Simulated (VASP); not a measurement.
Wanted: the native input for a VASP 6.6.1 run.

| Quantity | Value |
| --- | --- |
| Task | single point |
| Functional | PBE |
| Potentials or basis | VASP PAW PBE potentials, release 64 (Cu, W_sv) |
| Cutoff | 520 eV |
| k mesh | 8 × 8 × 8 |
| Occupations | gaussian, width 0.1 eV |
| Spin | no spin polarisation |
| Dipole correction | no |
| Further INCAR settings | ALGO = Fast; EDIFF = 1e-06; NBANDS = 60 |

The structure of CuW lies in POSCAR:

```
CuW
1.0
    4.8521304455      0.0000000000      0.0000000000
    0.0000000000      4.8521304455      0.0000000000
    0.0000000000      0.0000000000      4.8521304455
Cu W
4 4
Direct
    0.8479036638      0.8479036638      0.8479036638
    0.6520963362      0.1520963362      0.3479036638
    0.3479036638      0.6520963362      0.1520963362
    0.1520963362      0.3479036638      0.6520963362
    0.1540867493      0.1540867493      0.1540867493
    0.3459132507      0.8459132507      0.6540867493
    0.6540867493      0.3459132507      0.8459132507
    0.8459132507      0.6540867493      0.3459132507
```

The cell was built by a generator and needn't be a form met in nature.

These files were run (other wordings do the same):

INCAR

```
PREC = Accurate ; ENCUT = 520
EDIFF = 1E-6 ; ISMEAR = 0
SIGMA = 0.1 ; LREAL = F
LASPH = T ; NELM = 100
ALGO = Fast ; ISIF = 2
LWAVE = F ; LCHARG = T
GGA = PE ; LELF = T
LVHAR = T ; NBANDS = 60
```

KPOINTS

```
regular mesh
0
Gamma
  8 8 8
```

Potentials or basis: VASP PAW PBE potentials, release 64 (Cu, W_sv).

Command:

```sh
$ cat potpaw_PBE.64/Cu/POTCAR potpaw_PBE.64/W_sv/POTCAR > POTCAR
$ mpirun -np 1 vasp_std > vasp.out
```

It gave:

The pressure is 0.5 GPa and the largest force is 0.005 eV/Å. The band gap on the k mesh is none (metal or under the smearing width).

It took 5.9 min on 1 thread of Intel(R) Xeon(R) Platinum 8488C (Sapphire Rapids) (shared host), peak memory 0.36 GiB.
